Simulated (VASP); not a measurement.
# P under strain

How does the pressure of P answer to a change of volume? The bands are shown for each cell. All runs use LDA. Left out of this account: at least 1 further run (fields: a reference on another mesh). The start is a computed cell from the Materials Project.

Main program and level: VASP 6.6.1; LDA; plane waves and PAW (P).

The starting crystal is not the ambient structure of P (space group No. 64); it is a model or a phase of other conditions.

## 1. Starting point

It takes space group R-3m (No. 166, trigonal). The conventional cell has a = 3.451 Å, b = 3.451 Å, c = 9.389 Å, α = 90.00°, β = 90.00°, γ = 120.00°. P has 3 P at 2.29 Å nearest.

As a file:

```
P
1.0
     1.72573    0.99635    3.12968
    -1.72573    0.99635    3.12968
     0.00000   -1.99270    3.12968
P
2
Direct
  0.22708 0.22708 0.22708
  0.77292 0.77292 0.77292
```

## 2. Bands, cell as listed

The mesh alone shows little of the dispersion and can miss band extrema, so KPOINTS_OPT adds a path through the symmetry points after the self-consistent cycle. LDA, the lowest rung, knows the local density alone.

INCAR

```
SYSTEM = P
PREC = Accurate
ENCUT = 400
EDIFF = 1E-06
NELM = 100
ISMEAR = -1
SIGMA = 0.05
LREAL = .FALSE.
ALGO = Normal
GGA = CA
NBANDS = 17
LORBIT = 11
LWAVE = .FALSE.
LCHARG = .FALSE.
KPAR = 2
```

POSCAR

```
P
1.0
    1.7257251780      0.9963478961      3.1296800121
   -1.7257251780      0.9963478961      3.1296800121
    0.0000000000     -1.9926957921      3.1296800121
P
2
Direct
    0.2270802500      0.2270802500      0.2270802500
    0.7729197500      0.7729197500      0.7729197500
```

KPOINTS

```
Automatic mesh
0
Gamma
13 13 13
0 0 0
```

KPOINTS_OPT

```
Line mode
16
Line-mode
Reciprocal
  0.00000000   0.00000000   0.00000000 GAMMA
  0.50000000   0.00000000   0.00000000 L

  0.50000000   0.00000000   0.00000000 L
  0.50000000   0.23423308  -0.23423308 B1

  0.76576692   0.50000000   0.23423308 B
  0.50000000   0.50000000   0.50000000 Z

  0.50000000   0.50000000   0.50000000 Z
  0.00000000   0.00000000   0.00000000 GAMMA

  0.00000000   0.00000000   0.00000000 GAMMA
  0.36711654   0.00000000  -0.36711654 X

  0.63288346   0.36711654   0.00000000 Q
  0.50000000   0.50000000   0.00000000 F

  0.50000000   0.50000000   0.00000000 F
  0.63288346   0.63288346   0.23423308 P1

  0.63288346   0.63288346   0.23423308 P1
  0.50000000   0.50000000   0.50000000 Z

  0.50000000   0.00000000   0.00000000 L
  0.76576692   0.36711654   0.36711654 P
```

Potentials, in the order of the species: P (LDA family, release 64).

On the command line:

```sh
mpirun -np 2 vasp_std
```

The log of the run:

```text
[banner, memory and clock lines left out]
running    2 mpi-ranks, on    1 nodes
 distrk:  each k-point on    1 cores,    2 groups
 distr:  one band on    1 cores,    1 groups

 POSCAR found type information on POSCAR P
 POSCAR found :  1 types and       2 ions
 LDA part: xc-table for (Slater(with rela. corr.)+CA(PZ))
 , standard interpolation
 POSCAR, INCAR and KPOINTS ok, starting setup
 FFT: planning ... GRIDC
 FFT: planning ... GRID_SOFT
 FFT: planning ... GRID
 WAVECAR not read
 entering main loop
       N       E                     dE             d eps       ncg     rms          rms(c)
DAV:   1     0.158459667448E+02    0.15846E+02   -0.36660E+03  7870   0.412E+02
DAV:   2    -0.113132003721E+02   -0.27159E+02   -0.25913E+02 10688   0.892E+01
DAV:   3    -0.121632218171E+02   -0.85002E+00   -0.84490E+00  9561   0.139E+01
DAV:   4    -0.121670629481E+02   -0.38411E-02   -0.38405E-02 10633   0.114E+00
DAV:   5    -0.121670830454E+02   -0.20097E-04   -0.20097E-04  9689   0.817E-02    0.708E+00
DAV:   6    -0.121220941861E+02    0.44989E-01   -0.97698E-03  9996   0.416E-01    0.419E+00
DAV:   7    -0.120985482916E+02    0.23546E-01   -0.19965E-02  9882   0.617E-01    0.979E-02
DAV:   8    -0.120985082687E+02    0.40023E-04   -0.12707E-03  9069   0.177E-01    0.476E-02
DAV:   9    -0.120985121492E+02   -0.38806E-05   -0.44190E-05 10705   0.341E-02    0.330E-02
DAV:  10    -0.120985137586E+02   -0.16094E-05   -0.32238E-06  9319   0.804E-03    0.528E-03
DAV:  11    -0.120985137264E+02    0.32238E-07   -0.32996E-07  4867   0.279E-03
   1 F= -.12098514E+02 E0= -.12097129E+02  d E =-.276925E-02
 Start KPOINTS_OPT (optional k-point list driver)
k-point batch [1-144\144]
       N       E                     dE             ncg
DAV:   1     0.794294894073E+04   -0.34020E+05     4912
DAV:   2     0.410206524355E+04   -0.38409E+04     6741
DAV:   3     0.398047772233E+04   -0.12159E+03     5893
DAV:   4     0.397993988054E+04   -0.53784E+00     6513
DAV:   5     0.397993701454E+04   -0.28660E-02     5967
DAV:   6     0.397993699283E+04   -0.21704E-04     6537
DAV:   7     0.397993699266E+04   -0.17097E-06     4805
```

Elapsed: 16 s, on 2 MPI ranks of Intel Xeon Platinum 8559C (Emerald Rapids), shared host; peak memory 0.38 GiB; 30 s of CPU time.

The logs omit lines about the potential files and the build; timing stands in the text.

OUTCAR, selected parts (step 2):

```text
ion  position               nearest neighbor table
   1  0.227  0.227  0.227-   2 2.29   2 2.29   2 2.29   2 2.82   2 2.82   2 2.82
   2  0.773  0.773  0.773-   1 2.29   1 2.29   1 2.29   1 2.82   1 2.82   1 2.82

  LATTYP: Found a trigonal (rhomboedric) cell.
 ALAT       =     3.7102201415
 COS(alpha) =     0.5673129383

 Subroutine GETGRP returns: Found 12 space group operations
 (whereof 12 operations were pure point group operations)

The static configuration has the point symmetry D_3d.

 Found    231 irreducible k-points:

   k-points           NKPTS =    231   k-points in BZ     NKDIM =    231   number of bands    NBANDS=     17

   dimension x,y,z NGX =    24 NGY =   24 NGZ =   24
   dimension x,y,z NGXF=    48 NGYF=   48 NGZF=   48

   ENCUT  =  400.0 eV  29.40 Ry    5.42 a.u.   6.05  6.05  6.05*2*pi/ulx,y,z

   NELECT =      10.0000    total number of electrons

 k-points in reciprocal lattice and weights: Automatic mesh
   0.00000000  0.00000000  0.00000000       0.000
   0.07692308 -0.00000000 -0.00000000       0.003
   0.15384615 -0.00000000 -0.00000000       0.003
   0.23076923 -0.00000000 -0.00000000       0.003
   0.30769231 -0.00000000 -0.00000000       0.003
   0.38461538  0.00000000  0.00000000       0.003
   0.46153846 -0.00000000 -0.00000000       0.003
   0.07692308  0.07692308 -0.00000000       0.003
   0.15384615  0.07692308 -0.00000000       0.005
[...]
0.46153846  0.46153846  0.46153846       0.001
  -0.46153846  0.46153846  0.46153846       0.003

 average (electrostatic) potential at core
       1 -82.1083       2 -82.1083

 E-fermi :   8.8954

 k-point     1 :       0.0000    0.0000    0.0000
  band No.  band energies     occupation
      1      -7.5841      2.00000
      2       5.2895      2.00000
      3       5.7640      2.00000
      4       6.0156      2.00000
      5       6.0156      2.00000
      6      10.1848      0.00000
      7      11.5057      0.00000
      8      11.5057      0.00000
      9      14.6797      0.00000
     10      14.6797      0.00000
    ...

 k-point     2 :       0.0769   -0.0000   -0.0000
  band No.  band energies     occupation
      1      -7.4883      2.00000
      2       4.3760      2.00000
      3       5.7455      2.00000
      4       5.9375      2.00000
      5       6.5056      2.00000
      6      10.4775      0.00000
      7      11.4737      0.00000
      8      11.5023      0.00000
      9      14.0448      0.00000
     10      14.2360      0.00000
    ...

 k-point     3 :       0.1538   -0.0000   -0.0000
  band No.  band energies     occupation
      1      -7.2019      2.00000
      2       2.9530      2.00000
      3       5.5820      2.00000
      4       5.7423      2.00000
      5       7.0589      2.00000
      6      10.6057      0.00000
      7      11.2540      0.00000
      8      11.5033      0.00000
      9      13.3602      0.00000
     10      14.1884      0.00000
    ...

  Total       -0.5760954     -0.5760954     -0.7424086     -0.0000000     -0.0000000      0.0000000
  in kB      -28.5871716    -28.5871716    -36.8400130     -0.0000000     -0.0000000      0.0000000
  external PRESSURE =     -31.3381187 kB  Pullay stress =       0.0000000 kB

  energy-cutoff  :      400.00
  volume of cell :       32.29
      direct lattice vectors                 reciprocal lattice vectors
     1.725725178  0.996347896  3.129680012     0.289733271  0.167277582  0.106507161
    -1.725725178  0.996347896  3.129680012    -0.289733271  0.167277582  0.106507161
     0.000000000 -1.992695792  3.129680012     0.000000000 -0.334555164  0.106507161

 POSITION                                       TOTAL-FORCE (eV/Angst)
 -----------------------------------------------------------------------------------
      0.00000      0.00000      2.13207         0.000000      0.000000      0.208766
      0.00000      0.00000      7.25697         0.000000     -0.000000     -0.208766
 -----------------------------------------------------------------------------------
    total drift:                                0.000000     -0.000000      0.000000

  FREE ENERGIE OF THE ION-ELECTRON SYSTEM (eV)
  ---------------------------------------------------
  free  energy   TOTEN  =       -12.0985137264 eV

  energy  without entropy=      -12.0957444744  energy(sigma->0) =      -12.09712910

 total charge
# of ion       s       p       d       tot
------------------------------------------
    1        1.096   1.336   0.000   2.431
    2        1.096   1.336   0.000   2.431
--------------------------------------------------
tot          2.191   2.671   0.000   4.862

[... 3 further parts left out ...]
```

At this level the cell is under a tension of 3.1 GPa, so at these settings it is away from equilibrium.

This step gave:

```
SCF cycles                             : 11
electrons                              : 10
bands                                  : 17
irreducible k-points                   : 231
symmetry operations                    : 12
free energy (TOTEN)                    : -12.10 eV
energy at zero smearing                : -12.10 eV
Fermi energy                           : 8.895 eV
pressure                               : -3.134 GPa
metallic, judged on the points sampled : yes
```

Electronic bands along the path, in eV, zero at the Fermi level; # counts the bands kept in this run, so #1 is VASP's band 2:

```csv
point,#1,#2,#3,#4,#5,#6,#7,#8
Γ,-3.61,-3.13,-2.88,-2.88,1.29,2.61,2.61,5.78
0.47 of the way,-7.53,-3.44,-3.39,-1.40,1.32,1.78,1.88,5.37
L,-11.88,-3.84,-3.36,-0.68,-0.27,0.13,0.54,8.74
0.47 of the way,-11.66,-6.34,-3.69,-2.84,0.20,3.13,3.77,7.59
B1,-10.84,-7.51,-6.93,-1.61,1.12,4.74,4.84,7.14
jump to B,-10.84,-7.51,-6.93,-1.61,1.12,4.74,4.84,7.14
0.47 of the way,-10.23,-6.55,-5.22,-0.76,0.56,4.24,4.32,7.04
Z,-10.87,-2.80,-2.80,-0.13,-0.13,0.06,2.31,8.58
0.53 of the way,-7.87,-2.89,-2.89,-0.21,1.19,1.19,1.92,6.47
Γ,-3.61,-3.13,-2.88,-2.88,1.29,2.61,2.61,5.78
0.47 of the way,-8.05,-5.07,-2.30,-2.02,0.69,1.20,3.26,4.13
X,-11.18,-7.87,-4.65,-4.24,3.21,3.95,4.08,6.96
jump to Q,-11.18,-7.87,-4.65,-4.24,3.21,3.95,4.08,6.96
0.47 of the way,-10.25,-7.58,-5.16,-4.91,1.32,5.29,5.40,7.90
F,-10.04,-6.80,-5.40,-5.37,0.01,6.06,7.42,8.24
0.47 of the way,-10.14,-7.33,-5.30,-4.68,0.39,5.19,7.07,7.98
P1,-10.46,-7.74,-4.96,-3.54,1.54,3.59,6.33,7.20
0.47 of the way,-10.37,-6.29,-4.04,-1.96,1.80,2.69,4.83,6.55
Z,-10.87,-2.80,-2.80,-0.13,-0.13,0.06,2.31,8.58
jump to L,-11.88,-3.84,-3.36,-0.68,-0.27,0.13,0.54,8.74
0.47 of the way,-11.56,-5.53,-4.28,-2.16,1.47,1.47,2.82,6.39
P,-10.46,-7.74,-4.96,-3.54,1.54,3.59,6.33,7.20
```

The electronic bands as a text plot (rows in eV, shown from -8.0 to 5.7 only; labels by their first letter):

```
    5.4 |****         *               * *   ***  *             *
    4.9 | *          *****             *   **   *   *   *
    4.3 |  *        *   ****           ** **   *         *
    3.7 |           *       *            **    *     *
    3.1 |          *       *             *    **      *   *   * *
    2.6 |***      **         ****   *****    **        **  *   *
    2.0 |  **               *    ***   **   *   *     * **    **
    1.4 |*****    *    *          *****  * * *       *   *   ** *
    0.9 |    *** *   ** **   *   *       ** *    *        * **
    0.3 |     ***  **     *** ***         **      ***     ***
   -0.3 |       ***         **** **                        *
   -0.9 |     ****      ****       *                      * *
   -1.4 |   **         *                                 *
   -2.0 | **      *  **             *  ****             *    *
   -2.6 |*          *         **      * ** *           *   *  *
   -3.1 |****  *****         *  ********    **        *   **   **
   -3.7 |*  ******          *        ** *    **      *   ** *
   -4.3 |           *      **                 **    *  **    **
   -4.9 | *       *                 *    *     ***   **      * **
   -5.4 |            *    **           *  *      ****    *
   -6.0 |  *       *  *  *         *    *  *            *     *
   -6.6 |           *   * *                 *
   -7.1 |              * *        *      *   *   ****          *
   -7.7 |   *        ** *                     ***    ***        *
         Γ       L    B|B     Z      Γ        X|Q F  P    Z|L   P
```

Force by atom:

```
atom  x (eV/Å)  y (eV/Å)  z (eV/Å)   size
  P1     0.000     0.000     0.209  0.209
  P2     0.000     0.000    -0.209  0.209
```

There is no gap at this level.

[end of part 1 of 4]

[Lines on the potential files, build, host, timing and source positions are cut from VASP's logs without a mark.]

[Logs are printed without paths, hosts, clocks, repeated set-up lines and the standing remarks that a program may print on its own settings, such as how far it seeks lower states.]

[Hosts, paths, dates, database ids (printed as entryN), source tags and the programs' standing remarks are cut or masked in the printed files.]

[A measured line is paired with the nearest computed mode of its activity, which favours agreement.]

[In band tables of VASP the shares of atoms and orbitals are scaled to a sum of 1 inside the atoms' spheres.]
